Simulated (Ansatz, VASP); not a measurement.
## One calculation of BaCa2Sb2, two programs

File INCAR:

```
SYSTEM = BaCa2Sb2
PREC = Accurate ; ENCUT = 520
EDIFF = 1E-6 ; ISMEAR = 0
SIGMA = 0.1 ; LREAL = .FALSE.
LASPH = .TRUE. ; NELM = 80
ALGO = Normal ; ISIF = 2
LWAVE = .FALSE. ; LCHARG = .FALSE.
GGA = PE ; NBANDS = 28
```

Contents of KPOINTS:

```
regular mesh
0
G
  6 6 2
  0 0 0
```

Contents of POSCAR:

```
BaCa2Sb2
1.0
    4.7112119900      0.0000000000      0.0000000000
   -2.3556060000      4.0800292700      0.0000000000
    0.0000000000      0.0000000000      8.3919994400
Ba Ca Sb
1 2 2
Direct
    0.0000000000      0.0000000000      0.0000000000
    0.3333333300      0.6666666700      0.0000000000
    0.6666666700      0.3333333300      0.0000000000
    0.0000000000      0.0000000000      0.3057082800
    0.0000000000      0.0000000000      0.6942917200
```

Input for Ansatz:

```yaml
crystal:
  lattice:
    - [4.71121199, 0.0, 0.0]
    - [-2.355606, 4.08002927, 0.0]
    - [0.0, 0.0, 8.39199944]
  atoms:
    - { symbol: Ba, position: [0.0, 0.0, 0.0] }
    - { symbol: Ca, position: [0.33333333, 0.66666667, 0.0] }
    - { symbol: Ca, position: [0.66666667, 0.33333333, 0.0] }
    - { symbol: Sb, position: [0.0, 0.0, 0.30570828] }
    - { symbol: Sb, position: [0.0, 0.0, 0.69429172] }
basis:
  ecutwfc: 420
kpoints:
  mp_grid: { grid: [6, 6, 2] }
hamiltonian:
  xc: pbe
scf:
  occupations: { method: gaussian, width: 0.1 }
  lower_state_search: "off"
output:
  forces: true
  stress: true
  eigenvalues: true
```

Alike in both runs: task single point; functional PBE; k mesh 6 × 6 × 2; occupations gaussian, width 0.1 eV; no spin polarisation.

|  | VASP | Ansatz |
| --- | --- | --- |
| version | VASP 6.6.1 | Ansatz 0.2.0 |
| potentials or method | VASP PAW PBE potentials, release 64 (Ba_sv, Ca_sv, Sb) | scalar-relativistic, plane waves, PAW |
| plane-wave cutoff (eV) | 520 | 420 |
| valence electrons in the cell | 40 | 60 |

|  | VASP | Ansatz | Ansatz less VASP |
| --- | --- | --- | --- |
| gap on the k mesh at the Fermi level (eV) | none | none | - |
| pressure (GPa) | 21.0 | 19.6 | -1.41 |
| largest component of the traceless stress (GPa) | 0.76 | 0.34 | -0.412 |
| rms of the force components (eV/Å) | 2.230 | 2.098 | -0.1320 |

Atom by atom the forces differ by 0.132 eV/Å (rms over components). A gap of «none» marks a metal or a gap that the smearing closes. With one functional, cell and mesh, what is left measures potentials, basis and numerics. The two sets of potentials don't hold the same shells in valence.

Caveats: the k mesh is coarse (spacing up to 0.37 Å⁻¹), so the values aren't converged; so large a pressure means that the cell lies far from this level's equilibrium, or that cutoff or potentials fall short (VASP); forces of over 1 eV/Å show positions far from the minimum, so gaps and moduli don't describe the material at rest. Spin-orbit coupling is left out, which matters for the levels of Ba, Sb.
